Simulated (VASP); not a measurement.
An input for Quantum ESPRESSO's pw.x (written as the equivalent of a VASP run, and not itself run):

```
&CONTROL
  calculation = 'scf'
  pseudo_dir = './pseudo'
  outdir = './out'
  tprnfor = .true.
  tstress = .true.
/
&SYSTEM
  ibrav = 0
  nat = 3
  ntyp = 2
  ecutwfc = 86
  occupations = 'smearing'
  smearing = 'gaussian'
  degauss = 0.003675
  input_dft = 'vdw-df-ob86'
/
&ELECTRONS
  conv_thr = 7.3e-09
  electron_maxstep = 100
/
ATOMIC_SPECIES
  Li 6.940 Li.upf
  Se 78.971 Se.upf
CELL_PARAMETERS angstrom
     0.0000000    3.0480267    3.0480267
     3.0480267    0.0000000    3.0480267
     3.0480267    3.0480267    0.0000000
ATOMIC_POSITIONS crystal
  Li   0.2500000  0.2500000  0.2500000
  Li   0.7500000  0.7500000  0.7500000
  Se   0.0000000  1.0000000  1.0000000
K_POINTS automatic
  7 7 7 0 0 0
```

### Question
Translate this input to VASP (INCAR, KPOINTS, POSCAR, choice of POTCAR).

### Answer
Several could match; the one computed here: 
### INCAR
```
SYSTEM = Li2Se
PREC = Accurate
ENCUT = 520
EDIFF = 1E-7
NELM = 100
ALGO = Normal
LREAL = .FALSE.
LASPH = .TRUE.
ISMEAR = 0
SIGMA = 0.05
GGA = MK
PARAM1 = 0.1234
PARAM2 = 1.0
LUSE_VDW = .TRUE.
AGGAC = 0.0
LMAXMIX = 4
LWAVE = .FALSE.
LCHARG = .FALSE.
ISIF = 2
```

**POSCAR**
```
Li2Se
1
    0.0000000000     3.0480267100     3.0480267100
    3.0480267100     0.0000000000     3.0480267100
    3.0480267100     3.0480267100     0.0000000000
Li Se
2 1
Direct
  0.2500000000   0.2500000000   0.2500000000
  0.7500000000   0.7500000000   0.7500000000
  0.0000000000   1.0000000000   1.0000000000
```

KPOINTS:
```
Automatic mesh
0
Gamma
7 7 7
0 0 0
```

POTCAR, in this order: Li_sv Se (PBE.64 set). Program: vasp_std.

Limits of the translation: the potentials are each code's own (VASP's PAW set, PseudoDojo norm-conserving files in pw.x), so ENCUT and ecutwfc are chosen apart and not converted; conv_thr bounds pw.x's estimated SCF error, while EDIFF bounds the energy change between steps.

The compound is Li2Se in the antifluorite structure. This cell is one point of a volume scan, at 1.06 of the reference volume.
